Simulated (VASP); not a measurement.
SnSe2:

```
Sn Se
1.0
     3.80907    0.00000    0.00000
    -1.90453    3.29875    0.00000
     0.00000    0.00000    6.14224
Sn Se
1 2
Direct
  0.00000 0.00000 0.00000
  0.33333 0.66667 0.25000
  0.66667 0.33333 0.75000
```

The cell was built by a generator and needn't be a form met in nature.

- Program: VASP 6.6.1
- Task: relaxation of cell and atoms
- Functional: r2SCAN
- Dispersion: rVV10
- Potentials or basis: VASP PAW PBE potentials, release 64 (Sn_d, Se)
- Cutoff: 600 eV
- k mesh: 9 × 9 × 5
- Occupations: gaussian, width 0.03 eV
- Spin: no spin polarisation

At the start: pressure 2.7 GPa; volume 25.73 Å³/atom.

Task: How do energy, volume and symmetry change on relaxing?

Result: Over 6 steps the energy falls by 9.1 meV/atom and the volume is 26.43 Å³/atom (+2.7 %); space group P-3m1 (No. 164, to 0.05 Å).

The path:
```csv
step,energy change (eV),largest force (eV/Å),pressure (GPa),volume (Å³)
1,0.0000,0.5023,2.65,77.18
2,-0.0031,0.3444,-2.44,82.03
3,-0.0265,0.0455,-0.15,79.62
4,-0.0265,0.0540,-0.10,79.57
5,-0.0273,0.0242,-0.02,79.39
6,-0.0274,0.0070,0.02,79.29
```

Final structure:
```
Sn Se
1.0
     3.82909    0.00000    0.00000
    -1.91454    3.31609    0.00000
     0.00000    0.00000    6.24442
Sn Se
1 2
Direct
  0.00000 0.00000 0.00000
  0.33333 0.66667 0.25260
  0.66667 0.33333 0.74740
```

Caveat: the PAW data sets were made with another functional, which shifts forces and pressure a little.
